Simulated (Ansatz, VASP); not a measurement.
**One calculation of CuF, two programs**

File POSCAR:

```
CuF
1.0
    2.6402438335      0.0000000000      0.0000000000
   -1.3201219168      2.2865182320      0.0000000000
    0.0000000000      0.0000000000      6.8624108319
Cu F
2 2
Direct
    0.3333333333      0.6666666667      0.0491955594
    0.6666666667      0.3333333333      0.5491955594
    0.3333333333      0.6666666667      0.3258044406
    0.6666666667      0.3333333333      0.8258044406
```

Contents of INCAR.step1:

```
PREC = Accurate ; ENCUT = 520
ISMEAR = -1 ; SIGMA = 0.02
LREAL = F ; LASPH = T
NELM = 100 ; NBANDS = 26
GGA = PE ; ALGO = Normal
EDIFF = 1E-4 ; LWAVE = T
LCHARG = F
```

INCAR.step2

```
PREC = Accurate ; ENCUT = 520
EDIFF = 1E-6 ; ISMEAR = -1
SIGMA = 0.02 ; LREAL = F
LASPH = T ; NELM = 100
ALGO = Normal ; ISIF = 2
LWAVE = F ; LCHARG = F
METAGGA = R2SCAN ; LMIXTAU = T
NBANDS = 26 ; ISTART = 1
```

The input KPOINTS:

```
Automatic mesh
0
Gamma
  12 12 4
```

Input for Ansatz:

```yaml
crystal:
  lattice:
    - [2.6402438335, 0.0, 0.0]
    - [-1.3201219168, 2.286518232, 0.0]
    - [0.0, 0.0, 6.8624108319]
  atoms:
    - { symbol: Cu, position: [0.3333333333, 0.6666666667, 0.0491955594] }
    - { symbol: Cu, position: [0.6666666667, 0.3333333333, 0.5491955594] }
    - { symbol: F, position: [0.3333333333, 0.6666666667, 0.3258044406] }
    - { symbol: F, position: [0.6666666667, 0.3333333333, 0.8258044406] }
kpoints:
  mp_grid: { grid: [12, 12, 4] }
  band_path:
    path:
      - [0.0, 0.0, 0.0]
      - [0.5, 0.0, 0.0]
      - [0.3333333333, 0.3333333333, 0.0]
      - [0.0, 0.0, 0.5]
      - [0.5, 0.0, 0.5]
      - [0.3333333333, 0.3333333333, 0.5]
      - [0.0, 0.4166666667, 0.0]
    npoints: 1
hamiltonian:
  xc: r2scan
scf:
  occupations: { method: fermi_dirac, width: 0.02 }
  n_extra_bands: 5
output:
  forces: true
  stress: true
  eigenvalues: true
```

Change from the starting cell: epitaxial_xy strain -5.4%.

Alike in both runs: task single point; functional r2SCAN; k mesh 12 × 12 × 4; occupations fermi-dirac, width 0.02 eV; no spin polarisation.

```csv
,VASP,Ansatz
version,VASP 6.6.1,Ansatz 0.2.0
potentials or method,"VASP PAW PBE potentials, release 64 (Cu, F)","plane waves, PAW"
plane-wave cutoff (eV),520,500
valence electrons in the cell,36,52
```

Ansatz gave:

| Property | Result |
| --- | --- |
| pressure (GPa) | 5.8 |
| largest component of the traceless stress (GPa) | 5.91 |
| rms of the force components (eV/Å) | 0.000 |

What did VASP give for the same quantities?

Pressure (GPa): 6.3; largest component of the traceless stress (GPa): 5.02; rms of the force components (eV/Å): 0.025.

Atom by atom the forces differ by 0.025 eV/Å (rms over components). The two sets of potentials don't hold the same shells in valence.

Caveats: the PAW data sets were made with another functional, which shifts forces and pressure a little (VASP). A k mesh can miss the band edges.
